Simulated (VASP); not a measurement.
# BN with r2SCAN + rVV10: from relaxation to properties, part 5 of 5

What structure does BN take at this level, and what are its properties? The start is a cell from a database of measured crystal structures.

VASP 6.6.1; r2SCAN with rVV10; plane waves and PAW (B, N).

So far, gap on the k-mesh (eV): step 2 (relaxing cell and atoms (r2SCAN + rVV10)) 5.86; step 5 (total and projected DOS (r2SCAN + rVV10)) 5.66; step 6 (optical spectrum (r2SCAN + rVV10)) 5.66. The relaxed cell has a = 2.544, c = 4.209 Å (conventional setting).

The database entry behind the starting cell has ideal inner coordinates that were not refined, so it need not match the best structure at ambient conditions.

## Step 7: Independent-particle dielectric function (r2SCAN + rVV10) (continued)

OUTCAR, selected parts (step 7):

```text
   k-points           NKPTS =     96   k-points in BZ     NKDIM =     96   number of bands    NBANDS=     40

   NELECT =      16.0000    total number of electrons

 E-fermi :   7.6557

 k-point     2 :       0.0714    0.0000    0.0000
  band No.  band energies     occupation
    ...
      4       4.6704      2.00000
      5       4.9931      2.00000
      6       6.9665      2.00000
      7       7.0406      2.00000
      8       7.3034      2.00000
      9      16.2737      0.00000
     10      16.7208      0.00000
     11      16.9288      0.00000
     12      18.0040      0.00000
     13      19.3382      0.00000
    ...

  Total       -0.0079246     -0.0079246     -0.0091760      0.0000000      0.0000000      0.0000000
  in kB       -0.5380040     -0.5380040     -0.6229637      0.0000000      0.0000000      0.0000000
  external PRESSURE =      -0.5663239 kB  Pullay stress =       0.0000000 kB

 POSITION                                       TOTAL-FORCE (eV/Angst)
 -----------------------------------------------------------------------------------
      1.27223      0.73452      0.00100        -0.000000     -0.000000     -0.000826
     -0.00000      1.46904      2.10551        -0.000000      0.000000     -0.000826
      1.27223      0.73452      1.57739         0.000000      0.000000      0.000826
     -0.00000      1.46904      3.68191        -0.000000     -0.000000      0.000826
 -----------------------------------------------------------------------------------
    total drift:                               -0.000000     -0.000000     -0.001767

  FREE ENERGIE OF THE ION-ELECTRON SYSTEM (eV)
  ---------------------------------------------------
  free  energy   TOTEN  =       -38.0666983654 eV

  energy  without entropy=      -38.0666983654  energy(sigma->0) =      -38.06669837

 plasma frequency squared (from intraband transitions) (eV^2)
  --------------------------------------------------------------------------------------
       0.000       0.000      -0.000
       0.000       0.000       0.000
      -0.000       0.000       0.000

[... 10 parts as in an earlier step ...]

[... 6 further parts left out ...]
```

This step gave:

| Property | Result |
| --- | --- |
| irreducible k-points | 96 |
| Fermi energy | 7.656 eV |
| pressure | -0.05663 GPa |
| conduction bottom at k | 0.3571, 0.2857, 0 |
| least direct gap at k | 0.1429, 0, 0 |
| gap on the k-mesh | 5.769 eV |
| least direct gap on the k-mesh | 8.947 eV |

The imaginary dielectric function has structure finer than the step of the table below, so its rows give means over 1 eV, whole bins alone (the curve runs from 0 to 25.0 eV). Peaks (eV: height): xx 12.3: 13.8; zz 11.1: 14.7, 11.8: 13.5, 14.0: 8.91, 14.7: 8.97.

Imaginary dielectric function against photon energy; means over each step:

```
photon energy (eV)       xx       zz
                 1  0.00383  0.00430
                 2  0.00797  0.00895
                 3   0.0128   0.0145
                 4   0.0188   0.0215
                 5   0.0271   0.0315
                 6   0.0393   0.0470
                 7   0.0596   0.0748
                 8    0.101    0.141
                 9    0.325    0.826
                10     1.76     4.76
                11     8.93     11.4
                12     13.0     11.0
                13     9.93     7.41
                14     7.41     8.29
                15     7.40     6.98
                16     4.97     4.70
                17     3.69     3.55
                18     2.54     2.34
                19     2.13     1.55
                20     1.82     1.55
                21     1.28     1.48
                22     1.26     1.42
                23     1.02     1.23
                24    0.958    0.873
```

Table of real dielectric function by photon energy:

```
photon energy (eV)      xx        zz
               0.0    4.38      4.53
               0.5    4.39      4.53
               1.0    4.40      4.55
               1.5    4.43      4.58
               2.0    4.46      4.61
               2.5    4.51      4.66
               3.0    4.56      4.73
               3.5    4.63      4.81
               4.0    4.72      4.91
               4.5    4.82      5.02
               5.0    4.95      5.17
               5.5    5.09      5.34
               6.0    5.27      5.55
               6.5    5.49      5.81
               7.0    5.75      6.13
               7.5    6.08      6.56
               8.0    6.51      7.12
               8.5    7.09      7.96
               9.0    7.96      9.42
               9.5    9.12      10.9
              10.0    10.6      11.5
              10.5    13.1      12.9
              11.0    13.6      9.69
              11.5    8.15      5.74
              12.0    5.50     0.718
              12.5   0.400    -0.268
              13.0  -0.234      2.09
              13.5  -0.899      1.84
              14.0  -0.231  -0.00425
              14.5  -0.376   0.00234
              15.0   -1.50     -3.18
              15.5   -3.15     -2.26
              16.0   -3.66     -3.25
              16.5   -2.39     -2.50
              17.0   -2.30     -1.95
              17.5   -2.59     -2.81
              18.0   -2.20     -2.35
              18.5   -1.60     -2.12
              19.0   -1.91     -1.56
              19.5   -1.39     -1.05
              20.0   -1.34     -1.10
              20.5   -1.58    -0.889
              21.0   -1.10    -0.810
              21.5  -0.953    -0.885
              22.0  -0.735    -0.551
              22.5  -0.919    -0.746
              23.0  -0.614    -0.770
              23.5  -0.571    -0.855
              24.0  -0.451    -0.578
              24.5  -0.447    -0.383
```

The mean of ε2 over directions passes 5 % of its top at 9.26 eV, against a least direct gap of 8.95 eV on this mesh, so the first direct transitions are weak, forbidden or few. The indirect gap (5.66 eV in the band run) doesn't show, since phonons are left out.

## Step 8: Outcome

```
relaxed volume                                             : 5.900 Å³/atom
relaxed conventional cell a, b, c                          : 2.544, 2.544, 4.209 Å; angles 90.0, 90.0, 120.0°
space group after relaxing, within 0.02 Å                  : P6_3mc (No. 186)
band gap                                                   : 5.66 eV, indirect (least direct gap of that run 8.94 eV)
gap among the points of the DOS mesh alone, an upper bound : 5.66 eV
strongest peak of ε2, mean over directions                 : 12.0 eV
ε1 at zero frequency, no local fields, mean                : 4.43
```

**Reading.** With r2SCAN + rVV10, BN relaxes to 5.900 Å³/atom in space group P6_3mc (held by the symmetry of the run) and has an indirect gap of 5.66 eV. Against the listed cell the volume lies +0.9 % (a +0.3 %, c +0.2 %). Bands along the symmetry lines (r2SCAN + rVV10): On this path the gap is indirect, 5.66 eV, with the valence top at Γ and the conduction bottom at K. The least direct gap is 8.94 eV. Semilocal functionals usually underestimate gaps. No search among competing phases was made, and a listed structure need not be the one stable at ambient conditions. All values are for a static lattice at zero temperature.

[Lines on the potential files, build, host, timing and source positions are cut from VASP's logs without a mark.]

[Logs are printed without paths, hosts, clocks, repeated set-up lines and the standing remarks that a program may print on its own settings, such as how far it seeks lower states.]

[Hosts, paths, dates, database ids (printed as entryN), source tags and the programs' standing remarks are cut or masked in the printed files.]

[A measured line is paired with the nearest computed mode of its activity, which favours agreement.]
